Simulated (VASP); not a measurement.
The input files of a VASP run:

KPOINTS:
```
Regular mesh
0
G
  6 6 6
0 0 0
```

**INCAR**
```
# general
SYSTEM =FeBiO3
PREC   =Accurate
ENCUT  =520
LREAL  =.False.
LASPH  =.True.

# electronic loop
EDIFF  =1E-6
NELM   =100
ALGO   =Normal
LMAXMIX=4

# smearing
ISMEAR =1
SIGMA  =0.1

# functional
GGA    =PS

# spin
ISPIN  =2
MAGMOM =2*0.0 2*4.0 6*0.0

# ions
IBRION =2
NSW    =60
ISIF   =3
EDIFFG =-0.02

# output
LWAVE  =.False.
LCHARG =.False.
LORBIT =10
```

### POSCAR
```
FeBiO3
1.0
  5.2453739756  -0.0000000366   0.0000000000
 -2.6226865508   4.5426272904   0.0000000000
  0.0000000000   0.0000000000   4.6166056056
Bi Fe O
2 2 6
Direct
  0.3333330000   0.6666670000   0.7500000000
  0.6666670000   0.3333330000   0.2500000000
  0.0000000000   0.0000000000   1.0000000000
  0.0000000000   0.0000000000   0.5000000000
  0.1645530093   0.3291060186   0.2500000000
  0.6708939814   0.8354469907   0.2500000000
  0.1645530093   0.8354469908   0.2500000000
  0.8354469907   0.6708939814   0.7500000000
  0.3291060186   0.1645530093   0.7500000000
  0.8354469907   0.1645530092   0.7500000000
```

POTCAR, in this order: Bi_d Fe O (PBE.64 set). Program: vasp_std.

Q: Translate this PBEsol calculation to Ansatz.

A: One equivalent input (not run):
Ansatz 0.2 input:
```yaml
crystal:
  lattice:
    - [5.2453740, -0.0000000, 0.0000000]
    - [-2.6226866, 4.5426273, 0.0000000]
    - [0.0000000, 0.0000000, 4.6166056]
  atoms:
    - { symbol: Bi, position: [0.3333330, 0.6666670, 0.7500000] }
    - { symbol: Bi, position: [0.6666670, 0.3333330, 0.2500000] }
    - { symbol: Fe, position: [0.0000000, 0.0000000, 1.0000000], spin: 4 }
    - { symbol: Fe, position: [0.0000000, 0.0000000, 0.5000000], spin: 4 }
    - { symbol: O, position: [0.1645530, 0.3291060, 0.2500000] }
    - { symbol: O, position: [0.6708940, 0.8354470, 0.2500000] }
    - { symbol: O, position: [0.1645530, 0.8354470, 0.2500000] }
    - { symbol: O, position: [0.8354470, 0.6708940, 0.7500000] }
    - { symbol: O, position: [0.3291060, 0.1645530, 0.7500000] }
    - { symbol: O, position: [0.8354470, 0.1645530, 0.7500000] }
kpoints:
  mp_grid: { grid: [6, 6, 6] }
hamiltonian:
  xc: pbesol
  pseudopotentials: { kind: paw }
magnetization: { spin_polarized: true }
scf:
  occupations: { method: methfessel_paxton, width: 0.1 }
  max_iter: 100
relax:
  max_steps: 60
  f_tol: 0.02
  cell: {}
output: { forces: true, stress: true, eigenvalues: true }
```
What does not carry over: each code has its own PAW files, so the cut-off isn't converted (ENCUT is set for VASP's; basis.ecutwfc is left out, and Ansatz then takes the one that its files recommend); Ansatz stops its SCF on the density residual and VASP on the energy change (EDIFF).

The structure was generated: FeBiO3 was put into the 2H-BaNiO3 type (P6_3/mmc), which need not be its known phase. This run relaxes it. Symmetry was kept, so distortions that lower it aren't found. The start is the result of an earlier pass.
